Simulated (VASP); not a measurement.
Output of a VASP run:

### OSZICAR
```
       N       E                     dE             d eps       ncg     rms          rms(c)
DAV:   1     0.695752712241E+02    0.69575E+02   -0.72478E+03  2339   0.107E+03
DAV:   2    -0.105353960933E+02   -0.80111E+02   -0.76983E+02  2480   0.293E+02
DAV:   3    -0.116126370742E+02   -0.10772E+01   -0.10653E+01  2719   0.332E+01
DAV:   4    -0.116159120427E+02   -0.32750E-02   -0.32751E-02  2491   0.195E+00
DAV:   5    -0.116159253996E+02   -0.13357E-04   -0.13355E-04  2668   0.132E-01    0.128E+01
DAV:   6    -0.109843162861E+02    0.63161E+00   -0.11705E+00  2459   0.128E+01    0.313E+00
DAV:   7    -0.109041723612E+02    0.80144E-01   -0.21278E-01  2667   0.507E+00    0.107E+00
DAV:   8    -0.109001050124E+02    0.40673E-02   -0.44879E-03  2372   0.932E-01    0.202E-01
DAV:   9    -0.109001567987E+02   -0.51786E-04   -0.15503E-04  2678   0.165E-01    0.706E-02
DAV:  10    -0.109001666318E+02   -0.98331E-05   -0.11694E-05  2444   0.423E-02    0.827E-03
DAV:  11    -0.109001667594E+02   -0.12762E-06   -0.55994E-07  1564   0.820E-03
   1 F= -.10900167E+02 E0= -.10899859E+02  d E =-.922800E-03
```

### OUTCAR
```
------------------------ aborting loop because EDIFF is reached ----------------------------------------
  FORCE on cell =-STRESS in cart. coord.  units (eV):
  Direction    XX          YY          ZZ          XY          YZ          ZX
  --------------------------------------------------------------------------------------
  Total       -1.2196928     -1.2196928     -1.2196928      0.0000000      0.0000000      0.0000000
  in kB     -117.8308139   -117.8308139   -117.8308139      0.0000000      0.0000000      0.0000000
  external PRESSURE =    -117.8308139 kB  Pullay stress =       0.0000000 kB
  volume of cell :       16.58
      direct lattice vectors                 reciprocal lattice vectors
    -1.606500000  1.606500000  1.606500000     0.000000000  0.311235605  0.311235605
     1.606500000 -1.606500000  1.606500000     0.311235605  0.000000000  0.311235605
     1.606500000  1.606500000 -1.606500000     0.311235605  0.311235605  0.000000000
 POSITION                                       TOTAL-FORCE (eV/Angst)
 -----------------------------------------------------------------------------------
      0.00000      0.00000      0.00000         0.000000     -0.000000     -0.000000
 -----------------------------------------------------------------------------------
    total drift:                                0.000000     -0.000000      0.000000
  FREE ENERGIE OF THE ION-ELECTRON SYSTEM (eV)
  ---------------------------------------------------
  free  energy   TOTEN  =       -10.9001667594 eV

  energy  without entropy=      -10.8992439590  energy(sigma->0) =      -10.89985916
```
(Selected blocks of OUTCAR.)

### POSCAR
```
Mo
1
   -1.6065000000     1.6065000000     1.6065000000
    1.6065000000    -1.6065000000     1.6065000000
    1.6065000000     1.6065000000    -1.6065000000
Mo
1
Direct
  0.0000000000   0.0000000000   0.0000000000
```

Question: Reconstruct the remaining input files.

Answer: Several could match; the one computed here: the input of the run itself, PBE GGA, plane waves, VASP's PBE PAW potentials (set 64).

INCAR:
```
# general
SYSTEM  = Mo
PREC    = Accurate
ENCUT   = 400   # plane-wave cut-off (eV)
LREAL   = .FALSE.
LASPH   = .TRUE.   # aspherical one-centre terms

# electronic loop
EDIFF   = 1E-6   # SCF stop (eV)
NELM    = 100   # most electronic steps
ALGO    = Normal
LMAXMIX = 4

# smearing
ISMEAR  = 1   # Methfessel-Paxton
SIGMA   = 0.5

# functional
GGA     = PE

# ions
ISIF    = 2   # forces and stress, cell fixed

# output
LWAVE   = .FALSE.
LCHARG  = .FALSE.
```

KPOINTS:
```
Automatic mesh
0
Gamma
14 14 14
0 0 0
```

POTCAR, in this order: Mo_sv (PBE.64 set). Program: vasp_std.

The compound is Mo in the bcc structure. The cell was not relaxed at this level. The run is one of a series of settings (SIGMA = 0.5 against the base run), some of them coarse on purpose.
